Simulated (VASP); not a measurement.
Consider the following.

```xyz
8
Lattice="0.0000 2.7274 2.7274 2.7274 0.0000 2.7274 10.9029 10.9029 0.0067" Properties=species:S:1:pos:R:3 pbc="T T T"
Ga     2.7318     2.7318     5.4504
Ga     2.7225     2.7225     0.0050
P      1.3635     1.3635     1.3639
P      4.0839     4.0839     1.3710
P      6.8138     6.8138     1.3685
P      9.5446     9.5446     1.3651
Al     5.4486     5.4486     0.0062
Al    10.9082    10.9082     5.4563
```

Method: PBEsol GGA, VASP's PBE PAW potentials (set 64) (plane waves; VASP 6.6.1). Numerical set-up: 400 eV cut-off, Gaussian smearing of 0.050 eV, potentials Ga_d P Al.

### Question
Give the energies of bands 17 to 30 at the high-symmetry points, in eV from the valence-band maximum.

### Answer

```json
[
 {"band": "17", "Γ": "-3.58", "T": "-1.68", "H2": "-5.28", "L": "-5.60", "S0": "-5.28", "F": "-5.43"},
 {"band": "18", "Γ": "-1.01", "T": "-1.27", "H2": "-5.22", "L": "-5.38", "S0": "-5.22", "F": "-5.34"},
 {"band": "19", "Γ": "-1.01", "T": "-0.96", "H2": "-3.90", "L": "-3.00", "S0": "-3.91", "F": "-3.05"},
 {"band": "20", "Γ": "-0.66", "T": "-0.96", "H2": "-3.83", "L": "-2.92", "S0": "-3.74", "F": "-3.04"},
 {"band": "21", "Γ": "-0.66", "T": "-0.85", "H2": "-3.58", "L": "-2.36", "S0": "-3.72", "F": "-2.47"},
 {"band": "22", "Γ": "-0.59", "T": "-0.85", "H2": "-3.52", "L": "-2.25", "S0": "-3.47", "F": "-2.46"},
 {"band": "23", "Γ": "-0.59", "T": "-0.37", "H2": "-2.19", "L": "-2.00", "S0": "-2.27", "F": "-1.86"},
 {"band": "24", "Γ": "-0.04", "T": "-0.37", "H2": "-2.17", "L": "-1.83", "S0": "-2.04", "F": "-1.85"},
 {"band": "25", "Γ": "0.00", "T": "-0.09", "H2": "-1.90", "L": "-1.34", "S0": "-2.03", "F": "-0.99"},
 {"band": "26", "Γ": "0.00", "T": "-0.09", "H2": "-1.86", "L": "-1.24", "S0": "-1.78", "F": "-0.99"},
 {"band": "27", "Γ": "1.91", "T": "1.92", "H2": "2.50", "L": "1.69", "S0": "2.44", "F": "1.39"},
 {"band": "28", "Γ": "2.08", "T": "2.27", "H2": "2.77", "L": "1.93", "S0": "3.02", "F": "1.96"},
 {"band": "29", "Γ": "2.80", "T": "2.90", "H2": "3.48", "L": "2.61", "S0": "3.09", "F": "2.04"},
 {"band": "30", "Γ": "3.00", "T": "3.32", "H2": "3.63", "L": "2.79", "S0": "3.89", "F": "2.53"}
]
```

The gap is indirect, 1.39 eV, from the valence maximum at Γ to the conduction minimum at F.

The structure was generated: Al2Ga2P4 was put into an ordered model structure (R3m), which need not be its known phase. It was relaxed first.
